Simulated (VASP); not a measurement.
Given:

```
HgS
1.0
    0.00000     2.91477     2.91477
    2.91477     0.00000     2.91477
    2.91477     2.91477     0.00000
Hg S
1 1
Direct
  0.00000   0.00000   0.00000
  0.25000   0.25000   0.25000
```

These are LDA (Ceperley-Alder, Perdew-Zunger), VASP's LDA PAW potentials (set 64) (plane waves; VASP) values and carry that method's errors. Settings: 520 eV cut-off, Gaussian smearing of 0.050 eV, potentials Hg S.

Unless said otherwise, spin-orbit coupling is left out, though it shifts the bands of the heavy elements here.

Estimate the band gap (along the path) with the smallest direct gap where there is one.

```yaml
band gap (along the path): none (metal, semimetal or under 0.01 eV)
```

Only differences to runs with the same potentials and settings are physical.

The compound is HgS in the zinc blende structure, metacinnabar; cinnabar is the stable form. It was relaxed first.
